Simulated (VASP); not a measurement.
Here is a VASP 6.6.1 calculation.

The input INCAR:

```
PREC     = Accurate       # precision mode
ENCUT    = 520            # plane-wave cutoff, eV
EDIFF    = 1E-6           # SCF threshold, eV
ISMEAR   = -1             # smearing method
SIGMA    = 0.05           # smearing width, eV
LREAL    = False          # projectors in reciprocal space
LASPH    = True           # aspherical terms in the spheres
NELM     = 100            # most SCF steps
ALGO     = Fast           # electronic algorithm
ISIF     = 2              # what is computed and relaxed
LWAVE    = False          # write WAVECAR
LCHARG   = False          # write CHGCAR
GGA      = PE             # functional
KPAR     = 4
```

KPOINTS

```
regular mesh
0
Gamma
  7 6 5
```

File POSCAR:

```
HPbNO4                                  
1.0
    3.8527238513      0.0020901193     -0.0396470069
    0.1737781562      4.3234804813     -0.0092431962
    0.7522084602      0.8465488101      5.8402306032
  H               Pb              N               O             
     1     1     1     4
Direct
     0.6145114920154430    0.8951895472711174    0.2009281505300246
     0.6458761288843339    0.4476966433041751    0.9159073945694411
     0.7149293529252403    0.2376060514702318    0.5015377871048978
     0.1694335478425675    0.4711501985380667    0.7755924670566087
     0.6282381095900750    0.9675550738304157    0.4989309761453192
     0.5642167131699035    0.9263905689035998    0.0392237031151858
     0.7818446555724379    0.4234619166823944    0.3178795214785157
```

KPOINTS_OPT

```
path XGY,LGZ,NGM,RG
15
line-mode
reciprocal
 0.5000000000  0.0000000000  0.0000000000  X
 0.0000000000  0.0000000000  0.0000000000  G

 0.0000000000  0.0000000000  0.0000000000  G
 0.0000000000  0.5000000000  0.0000000000  Y

 0.5000000000  0.5000000000  0.0000000000  L
 0.0000000000  0.0000000000  0.0000000000  G

 0.0000000000  0.0000000000  0.0000000000  G
 0.0000000000  0.0000000000  0.5000000000  Z

 0.5000000000  0.0000000000  0.5000000000  N
 0.0000000000  0.0000000000  0.0000000000  G

 0.0000000000  0.0000000000  0.0000000000  G
 0.0000000000  0.5000000000  0.5000000000  M

 0.5000000000  0.5000000000  0.5000000000  R
 0.0000000000  0.0000000000  0.0000000000  G
```

Potentials or basis: VASP PAW PBE potentials, release 64 (H, Pb_d, N, O).

Command:

```console
$ cat potpaw_PBE.64/H/POTCAR potpaw_PBE.64/Pb_d/POTCAR potpaw_PBE.64/N/POTCAR potpaw_PBE.64/O/POTCAR > POTCAR
$ mpirun -np 4 vasp_std > vasp.out
```

Task: What does it give for the pressure?

Result: 0.1 GPa.

Task: Predict the largest force.

Result: 0.025 eV/Å.

Task: Predict the band gap along the path.

Result: 0.30 eV, indirect (least direct gap 0.46 eV).

Task: Predict the band gap on the k mesh.

Result: 0.40 eV, indirect (least direct gap 0.63 eV).

Levels at the corners of the path, in eV from the valence-band top:
```tsv
point	band 19	band 20	band 21	band 22	band 23	band 24	band 25	band 26
X	-1.52	-1.14	-0.74	0.00	1.50	2.95	6.69	7.30
Γ	-1.51	-1.06	-0.90	-0.57	1.26	2.88	5.36	7.17
Γ	-1.51	-1.06	-0.90	-0.57	1.26	2.88	5.36	7.17
Y	-1.27	-1.10	-0.79	-0.41	1.63	2.92	5.82	6.26
L	-1.71	-1.39	-0.63	-0.04	2.78	3.15	6.25	6.62
Γ	-1.51	-1.06	-0.90	-0.57	1.26	2.88	5.36	7.17
Γ	-1.51	-1.06	-0.90	-0.57	1.26	2.88	5.36	7.17
Z	-1.70	-1.10	-0.90	-0.16	0.30	2.98	5.80	8.11
N	-1.72	-1.20	-0.78	-0.63	1.67	2.92	6.79	7.45
Γ	-1.51	-1.06	-0.90	-0.57	1.26	2.88	5.36	7.17
Γ	-1.51	-1.06	-0.90	-0.57	1.26	2.88	5.36	7.17
M	-1.21	-1.09	-0.99	-0.77	1.42	2.96	6.29	6.61
R	-1.71	-1.45	-0.64	-0.10	2.76	2.90	6.35	6.84
Γ	-1.51	-1.06	-0.90	-0.57	1.26	2.88	5.36	7.17
```

Caveat: the standard files for N, O and F lose accuracy on very short bonds; spin-orbit coupling is left out, which as a rule narrows the gap of such compounds by several tenths of an eV; the mesh misses the band edges, which the band path finds closer together. As with any semilocal functional, this PBE gap is likely too small.
